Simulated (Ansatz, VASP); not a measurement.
**SiO2: VASP beside Ansatz**

One calculation is typed for both programs; each brings its own data sets. How far apart do they land? The cell is taken from a series of runs on this material, whose earlier steps may have relaxed, scaled, displaced or heated it; both programs get it as it stands.

Program: Ansatz 0.2.0. Level of theory: plane waves, with VASP 6.6.1 beside it; relaxation of cell and atoms at LDA. Results are calculated unless marked as measured.

## 1. Starting point

It takes space group P4_2/mnm (No. 136, tetragonal). The conventional cell has a = 4.146 Å, b = 4.146 Å, c = 2.656 Å, α = 90.00°, β = 90.00°, γ = 90.00°. Nearest to Si lie 6 O at 1.75 to 1.79 Å. O has 3 Si at 1.75 to 1.79 Å nearest. Farther neighbours and most contacts between anions are not listed.

Coordinates:

```
Si O
1.0
     4.14569    0.00000    0.00000
     0.00000    4.14569    0.00000
     0.00000    0.00000    2.65576
Si O
2 4
Direct
  0.50000 0.50000 0.50000
  0.00000 0.00000 0.00000
  0.69437 0.69437 0.00000
  0.19437 0.80563 0.50000
  0.30563 0.30563 0.00000
  0.80563 0.19437 0.50000
```

## 2. VASP: relaxation of cell and atoms, LDA, pair 1

The relaxed volume is the usual yardstick between codes: in a stiff, nearly cubic crystal its relative difference is about their pressure difference at one cell divided by the bulk modulus.

Lines of VASP's logs that name or quote its potential files are left out, and so is its time.

Input file INCAR:

```
SYSTEM = SiO2
PREC = Accurate
ENCUT = 600
EDIFF = 1E-07
NELM = 120
ISMEAR = 0
SIGMA = 0.01
LREAL = .FALSE.
ALGO = Normal
GGA = CA
NBANDS = 22
LORBIT = 11
LWAVE = .FALSE.
LCHARG = .FALSE.
ISIF = 3
IBRION = 2
NSW = 80
EDIFFG = -0.005
LASPH = .TRUE.
GGA_COMPAT = .FALSE.
NELMIN = 4
EFERMI = MIDGAP
KPAR = 2
```

Input file POSCAR:

```
SiO2
1.0
    4.1456860000      0.0000000000      0.0000000000
    0.0000000000      4.1456860000      0.0000000000
    0.0000000000      0.0000000000      2.6557590000
Si O
2 4
Direct
    0.5000000000      0.5000000000      0.5000001883
    0.0000000000      0.0000000000      0.0000000000
    0.6943731387      0.6943731387      0.0000000000
    0.1943728975      0.8056271025      0.5000001883
    0.3056271025      0.3056271025      0.0000000000
    0.8056271025      0.1943728975      0.5000001883
```

Input file KPOINTS:

```
Automatic mesh
0
Gamma
8 8 8
0 0 0
```

PAW data sets: Si and O (LDA family, release 64).

Command:

```
$ mpirun -np 2 vasp_std
```

Numbers of over 12 decimals in the logs are rounded to 6 here.

Log:

```text
[banner, memory and clock lines left out]
running    2 mpi-ranks, on    1 nodes
 distrk:  each k-point on    1 cores,    2 groups
 distr:  one band on    1 cores,    1 groups

 POSCAR found type information on POSCAR SiO
 POSCAR found :  2 types and       6 ions
 LDA part: xc-table for (Slater(with rela. corr.)+CA(PZ))
 , standard interpolation
 POSCAR, INCAR and KPOINTS ok, starting setup
 FFT: planning ... GRIDC
 FFT: planning ... GRID_SOFT
 FFT: planning ... GRID
 WAVECAR not read
 entering main loop
       N       E                     dE             d eps       ncg     rms          rms(c)
DAV:   1     0.161786321890E+03    0.16179E+03   -0.19597E+04  3324   0.158E+03
DAV:   2    -0.495397611732E+02   -0.21133E+03   -0.20344E+03  4316   0.324E+02
DAV:   3    -0.568718984222E+02   -0.73321E+01   -0.73071E+01  4188   0.608E+01
DAV:   4    -0.569236467224E+02   -0.51748E-01   -0.51727E-01  4092   0.590E+00
DAV:   5    -0.569241146686E+02   -0.46795E-03   -0.46791E-03  4152   0.546E-01    0.182E+01
DAV:   6    -0.520804566130E+02    0.48437E+01   -0.16953E+01  3978   0.280E+01    0.874E+00
DAV:   7    -0.520168774380E+02    0.63579E-01   -0.59230E-01  3930   0.496E+00    0.308E+00
DAV:   8    -0.519867601452E+02    0.30117E-01   -0.21479E-02  4038   0.139E+00    0.108E+00
DAV:   9    -0.519815060828E+02    0.52541E-02   -0.48940E-03  3948   0.623E-01    0.222E-01
DAV:  10    -0.519815165807E+02   -0.10498E-04   -0.18951E-04  4068   0.119E-01    0.580E-02
DAV:  11    -0.519815119752E+02    0.46054E-05   -0.23224E-05  4062   0.376E-02    0.166E-02
DAV:  12    -0.519815114551E+02    0.52012E-06   -0.23275E-06  3942   0.120E-02    0.579E-03
DAV:  13    -0.519815114714E+02   -0.16275E-07   -0.19664E-07  3288   0.331E-03
   1 F= -.51981511E+02 E0= -.51981511E+02  d E =-.519815E+02
[...]
2 F= -.51976628E+02 E0= -.51976628E+02  d E =0.488389E-02
[...]
3 F= -.51985298E+02 E0= -.51985298E+02  d E =-.378635E-02
[...]
4 F= -.51985297E+02 E0= -.51985297E+02  d E =-.378543E-02
[...]
5 F= -.51985325E+02 E0= -.51985325E+02  d E =-.280301E-04
 trial-energy change:   -0.000028  1 .order   -0.000028   -0.000085    0.000030
 step:   0.6510(harm=  0.6510)  dis= 0.00032  next Energy=   -51.985328 (dE=-0.315E-04)
 bond charge predicted
       N       E                     dE             d eps       ncg     rms          rms(c)
DAV:   1    -0.519853306421E+02   -0.57071E-05   -0.63811E-04  3510   0.202E-01    0.119E-02
DAV:   2    -0.519853295176E+02    0.11244E-05   -0.93481E-06  4098   0.228E-02    0.642E-03
DAV:   3    -0.519853287452E+02    0.77245E-06   -0.64938E-07  3942   0.685E-03    0.156E-03
DAV:   4    -0.519853287003E+02    0.44933E-07   -0.94758E-08  2286   0.257E-03
   6 F= -.51985329E+02 E0= -.51985329E+02  d E =-.318026E-04
 curvature:  -0.32 expect dE=-0.186E-05 dE for cont linesearch -0.445E-09
 trial: gam= 0.02717 g(F)=  0.223E-05 g(S)=  0.355E-05 ort = 0.364E-06 (trialstep = 0.832E+00)
 search vector abs. value=  0.588E-05
 reached required accuracy - stopping structural energy minimisation
```

From OUTCAR (step 2):

```text
ion  position               nearest neighbor table
   1  0.500  0.500  0.500-   5 1.75   5 1.75   3 1.75   3 1.75   4 1.79   6 1.79
   2  0.000  0.000  0.000-   4 1.75   6 1.75   4 1.75   6 1.75   3 1.79   5 1.79
   3  0.694  0.694  0.000-   1 1.75   1 1.75   2 1.79
   4  0.194  0.806  0.500-   2 1.75   2 1.75   1 1.79
   5  0.306  0.306  0.000-   1 1.75   1 1.75   2 1.79
   6  0.806  0.194  0.500-   2 1.75   2 1.75   1 1.79

  LATTYP: Found a simple tetragonal cell.
 ALAT       =     4.1456860000
 C/A-ratio  =     0.6406078511

 Subroutine GETGRP returns: Found 16 space group operations
 (whereof  8 operations were pure point group operations)

The static configuration has the point symmetry D_2h.
 The point group associated with its full space group is D_4h.

 Found     75 irreducible k-points:

   k-points           NKPTS =     75   k-points in BZ     NKDIM =     75   number of bands    NBANDS=     22

   dimension x,y,z NGX =    36 NGY =   36 NGZ =   24
   dimension x,y,z NGXF=    72 NGYF=   72 NGZF=   48

   ENCUT  =  600.0 eV  44.10 Ry    6.64 a.u.   8.28  8.28  5.30*2*pi/ulx,y,z

   NELECT =      32.0000    total number of electrons

 k-points in reciprocal lattice and weights: Automatic mesh
   0.00000000  0.00000000  0.00000000       0.002
   0.12500000  0.00000000  0.00000000       0.008
   0.25000000  0.00000000  0.00000000       0.008
   0.37500000  0.00000000  0.00000000       0.008
   0.50000000  0.00000000  0.00000000       0.004
   0.12500000  0.12500000  0.00000000       0.008
   0.25000000  0.12500000  0.00000000       0.016
   0.37500000  0.12500000  0.00000000       0.016
   0.50000000  0.12500000  0.00000000       0.008
[...]
0.50000000  0.37500000  0.50000000       0.008
   0.50000000  0.50000000  0.50000000       0.002

 average (electrostatic) potential at core
       1 -82.5819       2 -82.5820       3 -67.6365       4 -67.6365       5 -67.6365
       6 -67.6365

 E-fermi :  11.1703

 k-point     1 :       0.0000    0.0000    0.0000
  band No.  band energies     occupation
    ...
     12       5.0390      2.00000
     13       5.7161      2.00000
     14       7.3725      2.00000
     15       7.3725      2.00000
     16       8.2796      2.00000
     17      14.0610      0.00000
     18      14.6884      0.00000
     19      16.6062      0.00000
     20      16.6062      0.00000
     21      19.0079      0.00000
    ...

 k-point     2 :       0.1250    0.0000    0.0000
  band No.  band energies     occupation
    ...
     12       5.0767      2.00000
     13       5.7454      2.00000
     14       7.0279      2.00000
     15       7.3448      2.00000
     16       8.1523      2.00000
     17      14.3065      0.00000
     18      14.8355      0.00000
     19      16.6227      0.00000
     20      16.6618      0.00000
     21      19.3069      0.00000
    ...

 k-point     3 :       0.2500    0.0000    0.0000
  band No.  band energies     occupation
    ...
     12       5.1835      2.00000
     13       5.7471      2.00000
     14       6.1670      2.00000
     15       7.2710      2.00000
     16       7.8080      2.00000
     17      14.8955      0.00000
     18      15.2469      0.00000
     19      16.8015      0.00000
     20      16.8087      0.00000
     21      19.6620      0.00000
    ...

  Total        0.0050062      0.0050062      0.0197956      0.0000000      0.0000000      0.0000000
  in kB        0.1743327      0.1743327      0.6893493      0.0000000      0.0000000      0.0000000
  external PRESSURE =       0.3460049 kB  Pullay stress =       0.0000000 kB

  energy-cutoff  :      600.00
  volume of cell :       46.01
      direct lattice vectors                 reciprocal lattice vectors
     4.154393704  0.000000000  0.000000000     0.240709011 -0.000000000  0.000000000
     0.000000000  4.154393704  0.000000000     0.000000000  0.240709011  0.000000000
     0.000000000  0.000000000  2.665777291     0.000000000  0.000000000  0.375125110

 POSITION                                       TOTAL-FORCE (eV/Angst)
 -----------------------------------------------------------------------------------
      2.07720      2.07720      1.33289         0.000000      0.000000      0.000000
      0.00000      0.00000      0.00000         0.000000      0.000000      0.000000
      2.88559      2.88559      0.00000         0.002405      0.002405      0.000000
      0.80839      3.34600      1.33289         0.002405     -0.002405      0.000000
      1.26881      1.26881      0.00000        -0.002405     -0.002405      0.000000
      3.34600      0.80839      1.33289        -0.002405      0.002405      0.000000
 -----------------------------------------------------------------------------------
    total drift:                               -0.001062     -0.001062     -0.001068

  FREE ENERGIE OF THE ION-ELECTRON SYSTEM (eV)
  ---------------------------------------------------
  free  energy   TOTEN  =       -51.9853287003 eV

  energy  without entropy=      -51.9853287003  energy(sigma->0) =      -51.98532870

 reached required accuracy - stopping structural energy minimisation

 total charge
# of ion       s       p       d       tot
------------------------------------------
    1        0.595   0.901   0.000   1.496
    2        0.595   0.901   0.000   1.496
    3        1.536   3.685   0.000   5.221
    4        1.536   3.685   0.000   5.221
    5        1.536   3.685   0.000   5.221
    6        1.536   3.685   0.000   5.221
--------------------------------------------------
tot          7.334  16.543   0.000  23.876

[... 3 further parts left out ...]
```

CONTCAR:

```
SiO2
   1.00000000000000
     4.1543937037323104    0.0000000000000000    0.0000000000000000
     0.0000000000000000    4.1543937037323104    0.0000000000000000
     0.0000000000000000    0.0000000000000000    2.6657772906091330
  Si              O
     2     4
Direct
     0.5000000000000000    0.5000000000000000    0.5000001882999996
     0.0000000000000000    0.0000000000000000    0.0000000000000000
     0.6945871277672675    0.6945871277672675    0.0000000000000000
     0.1945868865672689    0.8054131134327311    0.5000001882999996
     0.3054131134327311    0.3054131134327311    0.0000000000000000
     0.8054131134327311    0.1945868865672689    0.5000001882999996
```

The run keeps the 16 symmetry operations of its start, so it cannot find a distortion of lower symmetry.

## 3. Ansatz: relaxation of cell and atoms, LDA, pair 1

Ansatz runs on norm-conserving files, of PseudoDojo where its log says so.

The same cell, functional (in two slightly different forms) and mesh now go to Ansatz, which takes its cutoff from its data sets.

Input file input.yaml:

```yaml
crystal:
  lattice:
    - [4.145686279, 0.0, 0.0]
    - [0.0, 4.145686279, 0.0]
    - [0.0, 0.0, 2.6557590389]
  atoms:
    - { symbol: Si, position: [0.5, 0.5, 0.5] }
    - { symbol: Si, position: [0.0, 0.0, 0.0] }
    - { symbol: O, position: [0.6943729772, 0.6943729772, 0.0] }
    - { symbol: O, position: [0.1943729772, 0.8056270228, 0.5] }
    - { symbol: O, position: [0.3056270228, 0.3056270228, 0.0] }
    - { symbol: O, position: [0.8056270228, 0.1943729772, 0.5] }
kpoints:
  mp_grid: { grid: [8, 8, 8] }
hamiltonian:
  xc: lda
  pseudopotentials: { kind: nc, accuracy: standard }
scf:
  occupations: { method: fixed }
output:
  forces: true
  stress: true
  eigenvalues: true
relax:
  adjacent_minimum: "off"
  f_tol: 0.001
  max_steps: 60
  cell: { stress_tol: 0.01 }
```

Command:

```
$ ansatz run input.yaml --threads 4 --pin off --max-ram 7168MiB --backend cpu --events-out ev --progress --plain --runs-dir out
```

Log:

```text
Engine: ansatz 0.2.0, aarch64-unknown-linux-gnu
Pseudopotentials: kind: nc
Pseudopotential: Si, nc, valence charge 4, recommended cutoff 435.38218 eV (normal), Si.nc.azcp (PseudoDojo's, or run here from an input of PseudoDojo's; its table is named by hamiltonian.pseudopotentials.accuracy)
Pseudopotential: O, nc, valence charge 6, recommended cutoff 1142.878222 eV (normal), O.nc.azcp (PseudoDojo's, or run here from an input of PseudoDojo's; its table is named by hamiltonian.pseudopotentials.accuracy)
Functional definition: SPW92
  exchange = slater_x
  correlation = pw_c
Crystal: 6 atoms, lattice volume = 45.644 Å³
Basis set: ecut = 1142.878222 eV, 4035 PW (Γ)
Bands: 22, of which v1, the nominal top of the filled ones, is band 16 counted from 1 (15 counted from 0)
Symmetry: 16 space group operations
Space group: P42/mnm (ITA 136), of the structure as read, at distance tolerance 3.6e-5 Å
k-points: 75 of 512
Non-local potential: Si, projectors of the file, l = 0: 2, l = 1: 2, l = 2: 2
Non-local potential: O, projectors of the file, l = 0: 2, l = 1: 2, l = 2: 1
Initial density: superposition of atomic densities (chi_scale 0.1, normalization cell, long waves kept (reshape's long-wave potential 0.00 eV rms))
Initial wavefunctions: pseudopotential atomic-orbital guess
Functional: x = slater, c = lda
SCF iter   1: F=—  HF=-2040.090552 eV  |F-HF|=—  |Δ(HF+E_count)|=         —  Δρ=1.53e-1  dr2=8.11e0  ethr=3.10e-3  ⟨swp⟩=4.6  Hψ=7229  notcnv=0  defer=295
preconditioner: auto → none  [insulator: Δε(μ)=7.219 eV  Ē_g=19.825 eV  n_scr=10 (ndim 8)  ℏωp=31.1 eV  f_vac=0.000  ε∞_Penn≈3.5]
SCF iter   2: F=—  HF=-2037.610557 eV  |F-HF|=—  |Δ(HF+E_count)|=    2.48e0  Δρ=6.32e-2  dr2=6.22e-1  ethr=3.10e-3  ⟨swp⟩=3.1  Hψ=3990  notcnv=0  defer=291
SCF iter   3: F=—  HF=-2037.442465 eV  |F-HF|=—  |Δ(HF+E_count)|=   1.68e-1  Δρ=2.37e-2  dr2=8.19e-2  ethr=1.94e-3  ⟨swp⟩=2.6  Hψ=3184  notcnv=0  defer=300
SCF iter   4: F=—  HF=-2037.423907 eV  |F-HF|=—  |Δ(HF+E_count)|=   1.86e-2  Δρ=2.30e-3  dr2=6.85e-4  ethr=2.56e-4  ⟨swp⟩=2.1  Hψ=1848  notcnv=0  defer=300
SCF iter   5: F=—  HF=-2037.423705 eV  |F-HF|=—  |Δ(HF+E_count)|=   2.02e-4  Δρ=2.15e-4  dr2=5.39e-6  ethr=2.14e-6  ⟨swp⟩=2.2  Hψ=2636  notcnv=0  defer=300
SCF iter   6: F=—  HF=-2037.423706 eV  |F-HF|=—  |Δ(HF+E_count)|=   9.82e-7  Δρ=3.98e-5  dr2=1.35e-7  ethr=1.68e-8  ⟨swp⟩=2.3  Hψ=2631  notcnv=0  defer=178
SCF iter   7: F=-2037.423706 eV  HF=-2037.423706 eV  |F-HF|=1.85e-9  |Δ(HF+E_count)|=   5.72e-8  Δρ=4.57e-6  dr2=3.58e-9  ethr=3.13e-10  ⟨swp⟩=11.0  Hψ=9094  notcnv=0
SCF 1 converged in 7 iterations: F = -2037.423706 eV  dr2 = 3.58e-9
relax step   1: F+E_penalty+E_count = -2037.42370647 eV  Δ(F+E_penalty+E_count) = +0.000e0 eV  max|allowed force component| = 4.333e-4 eV/Å  Δτ_max = 0.0000 Å  P = -0.023 GPa  Ω = 45.644 Å³  (7 SCF iters, dr2 threshold 1.00e-7 eV, accepted)
[...]
relax step   2: F+E_penalty+E_count = -2037.42370713 eV  Δ(F+E_penalty+E_count) = -6.591e-7 eV  max|allowed force component| = 4.010e-4 eV/Å  Δτ_max = 0.0000 Å  P = -0.014 GPa  Ω = 45.643 Å³  energy of the carried Pulay correction = +4.732e-7 eV  (2 SCF iters, dr2 threshold 3.70e-9 eV, accepted)
[...]
relax step   3: F+E_penalty+E_count = -2037.42370792 eV  Δ(F+E_penalty+E_count) = -7.892e-7 eV  max|allowed force component| = 1.283e-4 eV/Å  Δτ_max = 0.0000 Å  P = +0.000 GPa  Ω = 45.641 Å³  energy of the carried Pulay correction = +1.144e-6 eV  (3 SCF iters, dr2 threshold 1.38e-9 eV, accepted)
[...]
relax step   4: F+E_penalty+E_count = -2037.42370694 eV  Δ(F+E_penalty+E_count) = +9.792e-7 eV  max|allowed force component| = 1.223e-4 eV/Å  Δτ_max = 0.0000 Å  P = +0.000 GPa  Ω = 45.641 Å³  stress off target by 1.02e-3 GPa  SCF on the basis re-selected at this cell (its energy is not comparable with the rows above)  (4 SCF iters)
basis re-selected at this cell: Δ(F+E_penalty+E_count) = +9.792e-7 eV, ΔP = +0.000 GPa vs the last step (what re-selecting the basis moved, of the pressure what is left beyond the Pulay correction that the steps carried, after the strain that the cell walked since its last selection, with what the two solves' SCF thresholds leave and, on support functions, any second-order correction that the steps lacked; it is no m [...]
SCF converged after 4 iterations
Free energy (F): -2037.423707 eV
Harris-Foulkes:  -2037.423707 eV  (|F-HF|=6.82e-13)
Internal energy: -2037.423707 eV  (E = F + TS)
E sigma→0 (E₀):  -2037.423707 eV
Fermi energy:    10.604748 eV
--- Per-component energies (eV) ---
  E_band       = 65.407494
  E_kinetic    = 1344.588826
  E_local      = -1218.312979  (includes V_loc(G=0)·N_el)
  E_nonlocal   = -280.302019
  E_hartree    = 417.834549
  E_xc         = -549.494041
  E_vxc        = -616.235461  (∫ρ·V_xc dr)
  E_ewald      = -1751.738043
  E_smearing   = -0.000000  (= −TS)
  E_closure    = -0.000000  (closes the sum)
  Σ components = -2037.423707   (vs F -2037.423707, Δ=0.00e0)
--- Forces (eV/Å), atoms counted from 1 ---
  atom   1  Si    -0.00000000     0.00000000     0.00000000
  atom   2  Si    -0.00000000     0.00000000     0.00000000
  atom   3  O     -0.00012231    -0.00012231    -0.00000000
  atom   4  O     -0.00012231     0.00012231     0.00000000
  atom   5  O      0.00012231     0.00012231     0.00000000
  atom   6  O      0.00012231    -0.00012231     0.00000000
  max |Σ_I F_I| component: 6.94e-18 eV/Å
--- Stress (GPa, compression-positive) ---
        0.001024       0.000000       0.000000
        0.000000       0.001024       0.000000
        0.000000       0.000000      -0.000659
  P = ⅓ Tr σ = 0.0005 GPa (0.005 kbar)
--- Band table (eV; the first three rows and the last of 75) ---
  k-point 0: bands = [... 12 lower, 8.0278, 9.6914, 9.6914, 10.6047, 16.5885, 17.1141, 19.1082, 19.1082, ... 2 higher]
  k-point 1: bands = [... 12 lower, 7.3410, 9.5304, 9.5304, 10.4023, 17.2718, 18.2375, 19.9980, 19.9980, ... 2 higher]
  k-point 2: bands = [... 12 lower, 6.1699, 9.0304, 9.0304, 9.7610, 18.2972, 20.4097, 20.6885, 21.8813, ... 2 higher]
  k-point 74: bands = [... 12 lower, 8.7970, 8.7970, 8.9987, 8.9987, 17.9066, 17.9066, 21.5821, 21.5821, ... 2 higher]
--- Relaxed structure (3 steps of the walk, 3 accepted, 1 SCFs on fresh bases) ---
  F+E_penalty+E_count = -2037.42370694 eV   max|allowed force component| = 1.223e-4 eV/Å   (the final SCF, on the basis selected at the relaxed cell)
  cell:  # Å, volume = 45.6408 Å³
    - [4.145644, 0, 0.0]
    - [0, 4.145644, 0.0]
    - [0.0, 0.0, 2.655639]
  atoms:
    - { symbol: Si, position: [0.5, 0.5, 0.500000] }
    - { symbol: Si, position: [0, 0, 0.0] }
    - { symbol: O, position: [0.694372, 0.694372, 0.0] }
    - { symbol: O, position: [0.194372, 0.805628, 0.500000] }
    - { symbol: O, position: [0.305628, 0.305628, 0.0] }
    - { symbol: O, position: [0.805628, 0.194372, 0.500000] }
```

Reading the cycles: dr2 is the Hartree energy of the density residual (eV), the measure of convergence; HF is the Harris–Foulkes estimate of the energy, which meets the free energy F at convergence.

## 4. Comparison

Known differences besides the potentials themselves: the two LDA forms differ slightly; fixed occupations in Ansatz, narrow Gaussian smearing in VASP; the cutoff is 1142.88 eV in Ansatz and 600 eV in VASP; VASP's log shows a relativistic correction to its local exchange, Ansatz's none; Ansatz adds a Pulay correction to the stress that steers its cell, VASP none. Total energies have different zeros and are not compared.

The two programs side by side:

```tsv
quantity	Ansatz	VASP	difference
volume (Å³)	45.64	46.01	-0.80 %
edge a after relaxation, in the typed setting (Å)	4.146	4.154	-0.21 %
edge c after relaxation, in the typed setting (Å)	2.656	2.666	-0.38 %
```

(Continued in part 2 of 2.)

[Lines on the potential files, build, host, timing and source positions are cut from VASP's logs without a mark.]

[Logs are printed without paths, hosts, clocks, repeated set-up lines and the standing remarks that a program may print on its own settings, such as how far it seeks lower states.]

[Hosts, paths, dates, database ids (printed as entryN), source tags and the programs' standing remarks are cut or masked in the printed files.]
